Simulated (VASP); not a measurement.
Here is the system:

```
SrCl2
1.0
    4.89268     0.00000     0.00000
    0.00000     6.91930     0.00000
    0.00000     0.00000    24.65492
Sr Cl
4 8
Direct
  0.00000   0.00000   0.35117
  0.50000   0.50000   0.45039
  0.00000   0.00000   0.54961
  0.50000   0.50000   0.64884
  0.50000   0.25000   0.35117
  0.00000   0.25000   0.45039
  0.00000   0.75000   0.45039
  0.50000   0.75000   0.35117
  0.50000   0.25000   0.54961
  0.00000   0.25000   0.64884
  0.00000   0.75000   0.64884
  0.50000   0.75000   0.54961
```

All values below come from PBEsol GGA, VASP's PBE PAW potentials (set 64) (plane waves; VASP). Settings: PREC = Normal, EDIFF = 1E-5, 400 eV cut-off, 4×3×1 Γ-centred mesh, Gaussian smearing of 0.050 eV, potentials Sr_sv Cl.

Problem. The ions are relaxed. Give the cell that the relaxation ends in.

Solution. 
```
SrCl2
1.0
    4.89268     0.00000     0.00000
    0.00000     6.91930     0.00000
    0.00000     0.00000    24.65492
Sr Cl
4 8
Direct
  0.00000   0.00000   0.36228
  0.50000   0.50000   0.44226
  0.00000   0.00000   0.55774
  0.50000   0.50000   0.63772
  0.50000   0.24121   0.34756
  0.00000   0.25370   0.45297
  0.00000   0.74630   0.45297
  0.50000   0.75879   0.34756
  0.50000   0.24630   0.54703
  0.00000   0.25879   0.65244
  0.00000   0.74121   0.65244
  0.50000   0.75370   0.54703
```

Problem. How much energy does the relaxation gain?

Solution. The energy (σ→0) changes by -30.6 meV/atom, in 8 ionic steps.

The cell is a thin slab with vacuum, built from SrCl2 (fluorite): (110) face.
